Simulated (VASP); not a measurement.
Data:

```
CELL_PARAMETERS angstrom
      2.87897     0.00000     0.00000
      0.00000     2.87897     0.00000
      0.00000     0.00000     2.87897
ATOMIC_POSITIONS crystal
  Ga 0.50000 0.50000 0.50000
  Co 0.00000 0.00000 0.00000
```

Calculation: PBE GGA with spin-orbit coupling, VASP's PBE PAW potentials (set 64) (plane waves; VASP). Run with 400 eV cut-off, 11×11×11 Γ-centred mesh, Gaussian smearing of 0.050 eV, potentials Ga_d Co.

Give the energies of bands 13 to 26 at the high-symmetry points, in eV from the Fermi level.

| band | Γ | X | M | R |
|---|---|---|---|---|
| 13 | -2.57 | -6.89 | -3.17 | -4.10 |
| 14 | -2.57 | -6.89 | -3.17 | -4.10 |
| 15 | -2.57 | -2.35 | -3.13 | -4.10 |
| 16 | -2.57 | -2.35 | -3.13 | -4.10 |
| 17 | -0.80 | -1.81 | -2.49 | -0.23 |
| 18 | -0.80 | -1.81 | -2.49 | -0.23 |
| 19 | -0.80 | -1.73 | -1.28 | -0.23 |
| 20 | -0.80 | -1.73 | -1.28 | -0.23 |
| 21 | -0.69 | -0.75 | -1.22 | 0.63 |
| 22 | -0.69 | -0.75 | -1.22 | 0.63 |
| 23 | 4.97 | 0.08 | -0.27 | 3.73 |
| 24 | 4.97 | 0.08 | -0.27 | 3.73 |
| 25 | 5.28 | 10.47 | 2.22 | 3.87 |
| 26 | 5.28 | 10.47 | 2.22 | 3.87 |

It has no gap at this level: it comes out as a metal or semimetal.

The compound is CoGa in the CsCl type structure. It was relaxed first.
